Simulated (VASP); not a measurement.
# Silicon: what moves the LDA gap besides the functional, part 2 of 2

Aim: test what besides the functional moves the gap of Silicon. The starting structure is a measured crystal structure from the Crystallography Open Database. Cell and atoms stay as given unless a step says otherwise.

VASP 6.6.1.

Results so far: reference 0.479 eV; cell and atoms relaxed by LDA 0.451 eV; no band path 0.515 eV.

**5. Bands with a cutoff of 500 eV**

Level of this step: LDA; plane waves and PAW (Si) (VASP).

Against step 2 the input has ENCUT = 500.

Input file INCAR:

```
SYSTEM = Si
PREC = Accurate
ENCUT = 500
EDIFF = 1E-06
NELM = 100
ISMEAR = 0
SIGMA = 0.03
LREAL = .FALSE.
ALGO = Normal
GGA = CA
NBANDS = 16
LORBIT = 11
LWAVE = .FALSE.
LCHARG = .FALSE.
KPAR = 8
LASPH = .TRUE.
```

Input file POSCAR:

```
Si
1.0
    0.0000000000      2.7154800000      2.7154800000
    2.7154800000      0.0000000000      2.7154800000
    2.7154800000      2.7154800000      0.0000000000
Si
2
Direct
    0.7500000000      0.7500000000      0.7500000000
    0.5000000000      0.5000000000      0.5000000000
```

Input file KPOINTS:

```
Automatic mesh
0
Gamma
8 8 8
0 0 0
```

Input file KPOINTS_OPT:

```
Line mode
10
Line-mode
Reciprocal
  0.00000000   0.00000000   0.00000000 GAMMA
  0.50000000   0.00000000   0.50000000 X

  0.50000000   0.00000000   0.50000000 X
  0.50000000   0.25000000   0.75000000 W

  0.50000000   0.25000000   0.75000000 W
  0.37500000   0.37500000   0.75000000 K

  0.37500000   0.37500000   0.75000000 K
  0.00000000   0.00000000   0.00000000 GAMMA

  0.00000000   0.00000000   0.00000000 GAMMA
  0.50000000   0.50000000   0.50000000 L

  0.50000000   0.50000000   0.50000000 L
  0.62500000   0.25000000   0.62500000 U

  0.62500000   0.25000000   0.62500000 U
  0.50000000   0.25000000   0.75000000 W

  0.50000000   0.25000000   0.75000000 W
  0.50000000   0.50000000   0.50000000 L

  0.50000000   0.50000000   0.50000000 L
  0.37500000   0.37500000   0.75000000 K

  0.62500000   0.25000000   0.62500000 U
  0.50000000   0.00000000   0.50000000 X
```

The projector-augmented-wave data sets are Si (LDA family, release 64).

Started as:

```bash
$ mpirun -np 8 vasp_std
```

Log:

```text
[... set-up lines as in an earlier step ...]
 entering main loop
       N       E                     dE             d eps       ncg     rms          rms(c)
DAV:   1     0.636794448221E+01    0.63679E+01   -0.30750E+03   928   0.393E+02
DAV:   2    -0.116608203801E+02   -0.18029E+02   -0.17436E+02  1232   0.702E+01
DAV:   3    -0.121714166234E+02   -0.51060E+00   -0.51003E+00  1192   0.101E+01
DAV:   4    -0.121746194520E+02   -0.32028E-02   -0.32027E-02  1240   0.100E+00
[...]
DAV:   9    -0.119127556616E+02    0.19443E-04   -0.13424E-04  1280   0.464E-02    0.612E-02
DAV:  10    -0.119127579234E+02   -0.22618E-05   -0.92841E-06  1208   0.140E-02    0.829E-03
DAV:  11    -0.119127572107E+02    0.71266E-06   -0.25490E-06  1232   0.503E-03
   1 F= -.11912757E+02 E0= -.11912757E+02  d E =-.286563E-11
 Start KPOINTS_OPT (optional k-point list driver)
k-point batch [1-29\100]
       N       E                     dE             ncg
DAV:   1     0.646212722652E+03   -0.63064E+04      928
DAV:   2     0.150119127859E+03   -0.49609E+03     1256
DAV:   3     0.136400238819E+03   -0.13719E+02     1248
DAV:   4     0.136315765408E+03   -0.84473E-01     1224
DAV:   5     0.136315018090E+03   -0.74732E-03     1248
DAV:   6     0.136315009459E+03   -0.86312E-05     1208
DAV:   7     0.136315009357E+03   -0.10106E-06     1104
[...]
k-point batch [88-100\100]
       N       E                     dE             ncg
DAV:   1     0.467033739673E+04   -0.35408E+04      416
DAV:   2     0.443847768586E+04   -0.23186E+03      576
DAV:   3     0.443264524490E+04   -0.58324E+01      544
DAV:   4     0.443260856050E+04   -0.36684E-01      520
DAV:   5     0.443260822392E+04   -0.33658E-03      544
DAV:   6     0.443260821988E+04   -0.40362E-05      504
DAV:   7     0.443260821983E+04   -0.49193E-07      496
```

Wall time 7.6 s (8 MPI ranks of AMD EPYC 7R43, shared host); peak memory 0.98 GiB; 55 s of CPU time.

OUTCAR, selected parts (step 5):

```text
  Total       -0.3627008     -0.3627008     -0.3627008      0.0000000     -0.0000000      0.0000000
  in kB      -14.5107315    -14.5107315    -14.5107315      0.0000000     -0.0000000      0.0000000
  external PRESSURE =     -14.5107315 kB  Pullay stress =       0.0000000 kB

 POSITION                                       TOTAL-FORCE (eV/Angst)
 -----------------------------------------------------------------------------------
      4.07322      4.07322      4.07322         0.000000      0.000000      0.000000
      2.71548      2.71548      2.71548        -0.000000     -0.000000     -0.000000
 -----------------------------------------------------------------------------------
    total drift:                                0.000000      0.000000     -0.000000

  FREE ENERGIE OF THE ION-ELECTRON SYSTEM (eV)
  ---------------------------------------------------
  free  energy   TOTEN  =       -11.9127572107 eV

  energy  without entropy=      -11.9127572107  energy(sigma->0) =      -11.91275721

[... 1 part as in an earlier step ...]

[... 2 further parts left out ...]
[key lines of the parts left out:]
E-fermi :   5.8949
```

With a cutoff of 500 eV the gap is 0.479 eV, -0.001 eV from the reference.

**6. Bands with a 10×10×10 mesh**

Against step 2 the input has a 10×10×10 mesh.

Edit INCAR of step 5 so:

```diff
@@ -2,3 +2,3 @@
 PREC = Accurate
-ENCUT = 500
+ENCUT = 350
 EDIFF = 1E-06
```

POSCAR is that of step 5.

Input file KPOINTS:

```
Automatic mesh
0
Gamma
10 10 10
0 0 0
```

KPOINTS_OPT is that of step 5.

Started as:

```bash
$ mpirun -np 8 vasp_std
```

Log:

```text
[... set-up lines as in an earlier step ...]
 entering main loop
       N       E                     dE             d eps       ncg     rms          rms(c)
DAV:   1     0.404119574775E+01    0.40412E+01   -0.25315E+03  1504   0.299E+02
DAV:   2    -0.117656928089E+02   -0.15807E+02   -0.15258E+02  2048   0.638E+01
DAV:   3    -0.121723373028E+02   -0.40664E+00   -0.40625E+00  1912   0.855E+00
DAV:   4    -0.121746952356E+02   -0.23579E-02   -0.23578E-02  2008   0.824E-01
[...]
DAV:   9    -0.119139375504E+02    0.17819E-04   -0.13059E-04  2056   0.444E-02    0.606E-02
DAV:  10    -0.119139394598E+02   -0.19094E-05   -0.88102E-06  1872   0.132E-02    0.790E-03
DAV:  11    -0.119139388951E+02    0.56464E-06   -0.22033E-06  2056   0.465E-03
   1 F= -.11913939E+02 E0= -.11913939E+02  d E =-.830444E-11
 Start KPOINTS_OPT (optional k-point list driver)
k-point batch [1-47\100]
       N       E                     dE             ncg
DAV:   1     0.107120765352E+04   -0.67664E+04     1504
DAV:   2     0.377482554162E+03   -0.69373E+03     2048
DAV:   3     0.358080975851E+03   -0.19402E+02     1840
DAV:   4     0.357975480143E+03   -0.10550E+00     2048
DAV:   5     0.357974627568E+03   -0.85257E-03     1864
DAV:   6     0.357974618805E+03   -0.87636E-05     2032
DAV:   7     0.357974618715E+03   -0.89237E-07     1576
[...]
k-point batch [95-100\100]
       N       E                     dE             ncg
DAV:   1     0.981992440171E+04   -0.14664E+04      192
DAV:   2     0.973125852718E+04   -0.88666E+02      272
DAV:   3     0.972925837507E+04   -0.20002E+01      256
DAV:   4     0.972924737385E+04   -0.11001E-01      272
DAV:   5     0.972924727882E+04   -0.95023E-04      256
DAV:   6     0.972924727777E+04   -0.10502E-05      264
DAV:   7     0.972924727776E+04   -0.13100E-07      256
```

Run time: 5.2 s. Hardware: 8 MPI ranks; peak memory 0.83 GiB; 37 s of CPU time.

OUTCAR, selected parts (step 6):

```text
  Total       -0.3745633     -0.3745633     -0.3745633      0.0000000      0.0000000      0.0000000
  in kB      -14.9853200    -14.9853200    -14.9853200      0.0000000      0.0000000      0.0000000
  external PRESSURE =     -14.9853200 kB  Pullay stress =       0.0000000 kB

  FREE ENERGIE OF THE ION-ELECTRON SYSTEM (eV)
  ---------------------------------------------------
  free  energy   TOTEN  =       -11.9139388951 eV

  energy  without entropy=      -11.9139388951  energy(sigma->0) =      -11.91393890

[... 2 parts as in an earlier step ...]

[... 2 further parts left out ...]
[key lines of the parts left out:]
E-fermi :   5.8881
```

With a 10×10×10 mesh the gap is 0.480 eV, +0.001 eV from the reference.

**7. Comparison**

```tsv
run	gap (eV)	change (eV)	core minutes
reference	0.479	-	0.693
cell and atoms relaxed by LDA	0.451	-0.028	1.01
no band path	0.515	0.035	0.267
a cutoff of 500 eV	0.479	-0.001	1.01
a 10×10×10 mesh	0.48	0.001	0.693
```

Core minutes are wall time times ranks of the run shown, on a shared host.

**8. Results**

* reference gap: 0.479 eV
* gap with cell and atoms relaxed by LDA: 0.451 eV
* gap with no band path: 0.515 eV
* gap with a cutoff of 500 eV: 0.479 eV
* gap with a 10×10×10 mesh: 0.480 eV

What this shows: Among the runs that read a gap along the path, the one with cell and atoms relaxed by LDA moves it most, by -0.028 eV. On finer settings it changes by -0.001 eV with a cutoff of 500 eV and +0.001 eV with a 10×10×10 mesh. Read on the mesh alone, without a band path, the gap comes out +0.035 eV from the reference: such a gap is an upper bound, and here at least one band edge lies off the mesh points. The functional's own error isn't tested here. Further runs on this material are not shown.

[Lines on the potential files, build, host, timing and source positions are cut from VASP's logs without a mark.]

[Logs are printed without paths, hosts, clocks, repeated set-up lines and the standing remarks that a program may print on its own settings, such as how far it seeks lower states.]

[Hosts, paths, dates, database ids (printed as entryN), source tags and the programs' standing remarks are cut or masked in the printed files.]
